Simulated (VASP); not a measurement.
# BN (P6_3/mmc) in VASP: further runs, part 2 of 2

VASP 6.6.1. Earlier steps stand in the parts before.

**3. Relaxation of cell and atoms, r2SCAN+rVV10**

Contents of INCAR:

```
SYSTEM = BN
PREC = Accurate ; ENCUT = 600
EDIFF = 1E-7 ; ISMEAR = 0
SIGMA = 0.02 ; LREAL = .FALSE.
LASPH = .TRUE. ; NELM = 80
ALGO = Normal ; ISIF = 3
LWAVE = .FALSE. ; LCHARG = .FALSE.
METAGGA = R2SCAN ; LMIXTAU = .TRUE.
LUSE_VDW = .TRUE. ; IVDW_NL = 2
BPARAM = 11.95 ; CPARAM = 0.0093
IBRION = 2 ; NSW = 90
EDIFFG = -0.005
```

Contents of KPOINTS:

```
regular mesh
0
G
  12 12 4
  0 0 0
```

Contents of POSCAR:

```
BN
1.0
    2.5400000000      0.0000000000      0.0000000000
   -1.2700000000      2.1997045300      0.0000000000
    0.0000000000      0.0000000000      6.5980000000
B N
2 2
Direct
    0.3333333300      0.6666666700      0.2500000000
    0.6666666700      0.3333333300      0.7500000000
    0.3333333300      0.6666666700      0.7500000000
    0.6666666700      0.3333333300      0.2500000000
```

Potentials or basis: VASP PAW PBE potentials, release 64 (B, N).

The run is started by

```bash
$ cat potpaw_PBE.64/B/POTCAR potpaw_PBE.64/N/POTCAR > POTCAR
$ mpirun -np 1 vasp_std > vasp.out
```

OUTCAR:

```text
SYSTEM = BN
   PREC = Accurate
   ENCUT = 600
   EDIFF = 1E-7
   ISMEAR = 0
   LREAL = .FALSE.
   LASPH = .TRUE.
   NELM = 80
   ISIF = 3
   METAGGA = R2SCAN
   IVDW_NL = 2
   BPARAM = 11.95
   IBRION = 2
   NSW = 90
   EDIFFG = -0.005

 ion  position               nearest neighbor table
   1  0.333  0.667  0.250-   4 1.47   4 1.47   4 1.47
   2  0.667  0.333  0.750-   3 1.47   3 1.47   3 1.47
   3  0.333  0.667  0.750-   2 1.47   2 1.47   2 1.47
   4  0.667  0.333  0.250-   1 1.47   1 1.47   1 1.47

  LATTYP: Found a hexagonal cell.
 ALAT       =     2.5400000000
 C/A-ratio  =     2.5976377953

  Lattice vectors:

 A1 = (   2.5400000000,   0.0000000000,   0.0000000000)
 A2 = (  -1.2700000000,   2.1997045300,   0.0000000000)
[... 392 lines left out ...]
 cond. band min:       7.0111791900   @ k =   0.5000   0.0000   0.0000
 fundamental gap:      4.7860498649
 Fermi energy:         2.3759077015

 k-point     1 :       0.0000    0.0000    0.0000
  band No.  band energies     occupation
      1     -16.6302      2.00000
      2     -16.2807      2.00000
      3      -4.3153      2.00000
      4      -1.8465      2.00000
      5       0.8533      2.00000
      6       0.8533      2.00000
      7       0.9028      2.00000
      8       0.9028      2.00000
      9       7.9028      0.00000
     10      13.5367      0.00000
     11      14.4989      0.00000
     12      14.4989      0.00000
[... 331 lines left out ...]
 k-point    24 :       0.3333    0.0000    0.2500
  band No.  band energies     occupation
      1     -14.5252      2.00000
      2     -14.3470      2.00000
      3      -4.9863      2.00000
      4      -4.9115      2.00000
      5      -1.4987      2.00000
      6      -1.4416      2.00000
      7      -1.1229      2.00000
      8       0.2886      2.00000
      9       9.6716      0.00000
     10      10.3962      0.00000
     11      11.8917      0.00000
     12      13.1531      0.00000

 [... further k-points ...]
[... 5 lines left out ...]
  --------------------------------------------------------------------------------------
  -------------------------------------------------------------------------------------
  Total       -0.0094646     -0.0094646     -0.0002017     -0.0000000      0.0000000      0.0000000
  in kB       -0.4309165     -0.4309165     -0.0091852     -0.0000000      0.0000000      0.0000000
  external PRESSURE =      -0.2903394 kB  Pullay stress =       0.0000000 kB
[... 19 lines left out ...]
  FREE ENERGIE OF THE ION-ELECTRON SYSTEM (eV)
  ---------------------------------------------------
  free  energy   TOTEN  =       -38.2509247513 eV

  energy  without entropy=      -38.2509247513  energy(sigma->0) =      -38.25092475

 reached required accuracy - stopping structural energy minimisation
```

OSZICAR:

```text
N       E                     dE             d eps       ncg     rms          rms(c)
DAV:   1     0.677598401701E+02    0.67760E+02   -0.92222E+03  1368   0.142E+03
[... 147 lines left out ...]
DAV:   3    -0.382508984194E+02    0.76165E-03   -0.17390E-03  1592   0.355E-01    0.427E-02
DAV:   4    -0.382508829780E+02    0.15441E-04   -0.26773E-04  1492   0.202E-01    0.166E-02
DAV:   5    -0.382508613479E+02    0.21630E-04   -0.17933E-04  1432   0.179E-01    0.818E-03
DAV:   6    -0.382509210478E+02   -0.59700E-04   -0.47398E-05  1368   0.982E-02    0.421E-03
DAV:   7    -0.382509221028E+02   -0.10551E-05   -0.43111E-06  1488   0.300E-02    0.139E-03
DAV:   8    -0.382509247903E+02   -0.26874E-05   -0.99353E-07  1532   0.142E-02    0.446E-04
DAV:   9    -0.382509247513E+02    0.38955E-07   -0.26348E-07  1416   0.726E-03
  12 F= -.38250925E+02 E0= -.38250925E+02  d E =-.951782E-03
```

Wall time 11 min (1 thread of Intel Xeon 6975P-C (Granite Rapids), shared host); peak memory 0.28 GiB.

What came out:

| Quantity | Value |
| --- | --- |
| Free energy | -38.2509 eV |
| Relaxed volume | 8.80 Å³/atom |
| Relaxed cell | a = 2.502 Å, b = 2.502 Å, c = 6.489 Å, α = 90.00°, β = 90.00°, γ = 120.00° |
| Space group after relaxing (to 0.05 Å) | P6_3/mmc (No. 194) |
| Energy gained by relaxing | 13.9 meV/atom |
| Ionic steps | 12 |
| Pressure after relaxing | 0.0 GPa |
| Band gap on the k mesh | 4.79 eV, indirect (least direct gap 5.19 eV) |

Step by step:
```tsv
step	energy change (eV)	largest force (eV/Å)	pressure (GPa)	volume (Å³)
1	0.0000	0.0000	-10.61	36.86
2	0.1701	0.0000	24.65	33.68
3	-0.0545	0.0000	-0.50	35.79
4	-0.0545	0.0000	-0.21	35.76
5	-0.0545	0.0000	0.01	35.74
6	-0.0546	0.0000	-0.51	35.74
7	-0.0546	0.0000	-0.51	35.74
8	-0.0548	0.0000	-0.48	35.71
9	-0.0550	0.0000	-0.39	35.61
10	-0.0554	0.0000	-0.23	35.41
11	-0.0555	0.0000	0.13	35.01
12	-0.0556	0.0000	-0.03	35.19
```

Final structure:
```yaml
crystal:
  lattice:
    - [2.50244, 0.00000, 0.00000]
    - [-1.25122, 2.16717, 0.00000]
    - [0.00000, 0.00000, 6.48879]
  atoms:
    - { symbol: B, position: [0.33333, 0.66667, 0.25000] }
    - { symbol: B, position: [0.66667, 0.33333, 0.75000] }
    - { symbol: N, position: [0.33333, 0.66667, 0.75000] }
    - { symbol: N, position: [0.66667, 0.33333, 0.25000] }
```

Levels at points of the mesh, in eV from the valence-band top:
```tsv
k point	band 5	band 6	band 7	band 8	band 9	band 10	band 11	band 12
(0.00, 0.00, 0.00)	-1.37	-1.37	-1.32	-1.32	5.68	11.31	12.27	12.27
(0.50, 0.00, 0.00)	-4.32	-4.23	-1.56	-0.40	4.79	6.41	10.20	10.62
(0.00, 0.00, 0.50)	-1.35	-1.35	-1.35	-1.35	8.33	8.33	12.35	12.35
(0.50, 0.00, 0.50)	-4.28	-4.28	-0.95	-0.95	5.29	5.29	10.63	10.63
```

Caveat: the PAW data sets were made with another functional, which shifts forces and pressure a little. r2SCAN opens gaps a little over a GGA but as a rule still falls short of measured ones.
